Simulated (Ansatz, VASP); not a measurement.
HfMoC2 in VASP and in Ansatz

```
Hf Mo C
1.0
     3.19142    0.00000    0.00000
     0.00000    3.19142    0.00000
     0.00000    0.00000    4.48516
Hf Mo C
1 1 2
Direct
  0.00000 0.00000 0.00000
  0.50000 0.50000 0.50000
  0.50000 0.50000 0.00000
  0.00000 0.00000 0.50000
```

The cell comes from a database or a generator and needn't be the stable form of this composition.

Alike in both runs: task single point; functional PBE; k mesh 8 × 8 × 6; occupations fermi-dirac, width 0.05 eV; no spin polarisation.

|  | VASP | Ansatz |
| --- | --- | --- |
| version | VASP 6.6.1 | Ansatz 0.2.0 |
| potentials or method | VASP PAW PBE potentials, release 64 (Hf_pv, Mo_sv, C) | Ansatz PAW |
| plane-wave cutoff (eV) | 520 | 420 |
| valence electrons in the cell | 32 | 48 |

|  | VASP | Ansatz | Ansatz less VASP |
| --- | --- | --- | --- |
| gap on the k mesh at the Fermi level (eV) | none | none | - |
| pressure (GPa) | -1.4 | -1.3 | +0.10 |
| largest component of the traceless stress (GPa) | 2.83 | 2.85 | +0.021 |

A gap of «none» marks a metal or a gap that the smearing closes. The two sets of potentials don't hold the same shells in valence.

Spin-orbit coupling is left out, which matters for the levels of Hf.
